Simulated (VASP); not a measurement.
OSZICAR of a VASP run on Al3Sc (L1_2):

File OSZICAR:
```
       N       E                     dE             d eps       ncg     rms          rms(c)
DAV:   1     0.101889268753E+03    0.10189E+03   -0.72772E+03   560   0.106E+03
DAV:   2    -0.150321430351E+02   -0.11692E+03   -0.11451E+03   578   0.344E+02
DAV:   3    -0.217135169245E+02   -0.66814E+01   -0.63414E+01   888   0.664E+01
DAV:   4    -0.218177689660E+02   -0.10425E+00   -0.10409E+00   768   0.822E+00
DAV:   5    -0.218211026399E+02   -0.33337E-02   -0.33329E-02   822   0.140E+00    0.943E+00
DAV:   6    -0.208484974190E+02    0.97261E+00   -0.48077E+00   928   0.258E+01    0.339E+00
DAV:   7    -0.207887457989E+02    0.59752E-01   -0.93408E-02   628   0.257E+00    0.189E+00
DAV:   8    -0.207622198216E+02    0.26526E-01   -0.39089E-02   864   0.171E+00    0.234E-01
DAV:   9    -0.207617225436E+02    0.49728E-03   -0.30010E-03   698   0.479E-01    0.938E-02
DAV:  10    -0.207616712081E+02    0.51336E-04   -0.18827E-04   822   0.120E-01    0.792E-02
DAV:  11    -0.207616710224E+02    0.18564E-06   -0.36447E-05   832   0.414E-02    0.699E-02
DAV:  12    -0.207616622802E+02    0.87422E-05   -0.29373E-05   890   0.469E-02    0.430E-03
DAV:  13    -0.207616623654E+02   -0.85242E-07   -0.63960E-07   650   0.639E-03    0.198E-03
DAV:  14    -0.207616624261E+02   -0.60639E-07   -0.10645E-07   896   0.253E-03    0.905E-04
DAV:  15    -0.207616624089E+02    0.17160E-07   -0.38426E-09   412   0.788E-04    0.105E-04
DAV:  16    -0.207616624037E+02    0.52216E-08   -0.65400E-10   370   0.347E-04
   1 F= -.20761662E+02 E0= -.20761109E+02  d E =-.207617E+02
```

Question: Which electronic solver shows in the log?

Answer: It is blocked Davidson (ALGO = Normal, or the opening steps of other solvers). The INCAR had ALGO = Normal.

Question: Can the final energy be trusted as converged?

Answer: Self-consistency was reached. It stopped with EDIFF = 1E-8, NELM = 100, NSW = 30 and EDIFFG = -0.001 after 1 ionic step (PBEsol GGA, plane waves, VASP's PBE PAW potentials (set 64)).

The compound is Al3Sc in the L1_2 structure. It was relaxed first. The start is the result of an earlier pass.
